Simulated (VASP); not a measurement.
Output of a VASP run:

### OSZICAR
```
       N       E                     dE             d eps       ncg     rms          rms(c)
DAV:   1     0.150244512381E+03    0.15024E+03   -0.92336E+03   560   0.138E+03
DAV:   2     0.402044910229E+01   -0.14622E+03   -0.14370E+03   566   0.336E+02
DAV:   3    -0.731491615913E+01   -0.11335E+02   -0.11300E+02   752   0.997E+01
DAV:   4    -0.760516741083E+01   -0.29025E+00   -0.29018E+00   644   0.185E+01
DAV:   5    -0.761323783952E+01   -0.80704E-02   -0.80704E-02   778   0.284E+00    0.340E+00
DAV:   6    -0.749710421339E+01    0.11613E+00   -0.27753E-01   764   0.431E+00    0.213E+00
DAV:   7    -0.749398288609E+01    0.31213E-02   -0.85827E-02   678   0.169E+00    0.924E-01
DAV:   8    -0.749568084330E+01   -0.16980E-02   -0.96398E-03   644   0.117E+00    0.150E-01
DAV:   9    -0.749565422444E+01    0.26619E-04   -0.10755E-03   816   0.401E-01    0.590E-02
DAV:  10    -0.749568932215E+01   -0.35098E-04   -0.12892E-04   596   0.985E-02    0.206E-02
DAV:  11    -0.749569663856E+01   -0.73164E-05   -0.38778E-05   688   0.582E-02    0.158E-02
DAV:  12    -0.749569651014E+01    0.12842E-06   -0.21763E-06   674   0.120E-02    0.112E-02
DAV:  13    -0.749569594700E+01    0.56314E-06   -0.75378E-07   692   0.779E-03    0.255E-03
DAV:  14    -0.749569598438E+01   -0.37379E-07   -0.40155E-07   530   0.625E-03
   1 F= -.80408942E+01 E0= -.80408942E+01  d E =-.247501E-12
```

File OUTCAR:
```
------------------------ aborting loop because EDIFF is reached ----------------------------------------
 Edisp (eV)   -0.54520
  FORCE on cell =-STRESS in cart. coord.  units (eV):
  Direction    XX          YY          ZZ          XY          YZ          ZX
  --------------------------------------------------------------------------------------
  Total       0.56012     0.56012     0.56012     0.00000     0.00000     0.00000
  in kB      13.39918    13.39918    13.39918     0.00000     0.00000     0.00000
  external pressure =       13.40 kB  Pullay stress =        0.00 kB
  volume of cell :       66.98
      direct lattice vectors                 reciprocal lattice vectors
     0.000000000  3.223260083  3.223260083    -0.155122450  0.155122450  0.155122450
     3.223260083  0.000000000  3.223260083     0.155122450 -0.155122450  0.155122450
     3.223260083  3.223260083  0.000000000     0.155122450  0.155122450 -0.155122450
  FREE ENERGIE OF THE ION-ELECTRON SYSTEM (eV)
  ---------------------------------------------------
  free  energy   TOTEN  =        -8.0408942038 eV

  energy  without entropy=       -8.0408942038  energy(sigma->0) =       -8.04089420
```
(Selected blocks of OUTCAR.)

File POSCAR:
```
PbTe
1
    0.0000000000     3.2232600829     3.2232600829
    3.2232600829     0.0000000000     3.2232600829
    3.2232600829     3.2232600829     0.0000000000
Te Pb
1 1
Direct
  0.5000000000   0.5000000000   0.5000000000
  0.0000000000   0.0000000000   0.0000000000
```

Q: Reconstruct the remaining input files.

A: Several could match; the one computed here: the input of the run itself, PBE GGA with D3 dispersion (zero damping), plane waves, VASP's PBE PAW potentials (set 64).

KPOINTS:
```
K-points
0
G
 7 7 7
0 0 0
```

**INCAR**
```
ALGO = Normal
EDIFF = 1E-7
ENCUT = 520
GGA = PE
ISIF = 2
ISMEAR = 0
IVDW = 11
LASPH = .TRUE.
LCHARG = .FALSE.
LMAXMIX = 4
LREAL = .FALSE.
LWAVE = .FALSE.
NELM = 100
PREC = Accurate
SIGMA = 0.05
SYSTEM = PbTe
```

POTCAR, in this order: Te Pb_d (PBE.64 set). Program: vasp_std.

The compound is PbTe in the rock salt structure. This cell is one point of a volume scan, at 0.97 of the reference volume.
